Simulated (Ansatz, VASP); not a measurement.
**One calculation of SnC3, two programs**

The input INCAR:

```
PREC = Accurate ; ENCUT = 520
EDIFF = 1E-6 ; ISMEAR = 0
SIGMA = 0.01 ; LREAL = False
LASPH = True ; NELM = 80
ALGO = Normal ; ISIF = 2
LWAVE = False ; LCHARG = False
GGA = PE ; NBANDS = 21
```

KPOINTS

```
Automatic mesh
0
Gamma
  8 8 4
```

The input POSCAR:

```
SnC3
1.0
    2.9544268376      0.0000000000      0.0000000000
    0.0000000000      2.9544268376      0.0000000000
    0.0000000000      0.0000000000      4.6242449143
C Sn
3 1
Direct
    0.5000000000      0.0000000000      0.8227196820
    0.5000000000      0.5000000000      0.0000000000
    0.0000000000      0.5000000000      0.1772803180
    0.0000000000      0.0000000000      0.5000000000
```

Input for Ansatz:

```yaml
crystal:
  lattice:
    - [2.9544268376, 0.0, 0.0]
    - [0.0, 2.9544268376, 0.0]
    - [0.0, 0.0, 4.6242449143]
  atoms:
    - { symbol: C, position: [0.5, 0.0, 0.822719682] }
    - { symbol: C, position: [0.5, 0.5, 0.0] }
    - { symbol: C, position: [0.0, 0.5, 0.177280318] }
    - { symbol: Sn, position: [0.0, 0.0, 0.5] }
kpoints:
  mp_grid: { grid: [8, 8, 4] }
hamiltonian:
  xc: pbe
scf:
  occupations: { method: fixed }
  n_extra_bands: 5
output:
  forces: true
  stress: true
  eigenvalues: true
```

Alike in both runs: task single point; functional PBE; k mesh 8 × 8 × 4; no spin polarisation.

|  | VASP | Ansatz |
| --- | --- | --- |
| version | VASP 6.6.1 | Ansatz 0.2.0 |
| potentials or method | VASP PAW PBE potentials, release 64 (C, Sn_d) | plane waves, PAW |
| plane-wave cutoff (eV) | 520 | 420 |
| occupations | gaussian, width 0.01 eV | fixed |
| valence electrons in the cell | 26 | 26 |

Ansatz gave:

```
gap on the k mesh at the Fermi level (eV)       : 0.35
pressure (GPa)                                  : 6.8
largest component of the traceless stress (GPa) : 0.89
rms of the force components (eV/Å)              : 0.064
```

Problem. What did VASP give for the same quantities?

Solution. gap on the k mesh at the Fermi level (eV): 0.35; pressure (GPa): 6.8; largest component of the traceless stress (GPa): 0.79; rms of the force components (eV/Å): 0.059.

Atom by atom the forces differ by 0.005 eV/Å (rms over components).

Caveats: spin-orbit coupling is left out, which moves the levels of the heavy elements.
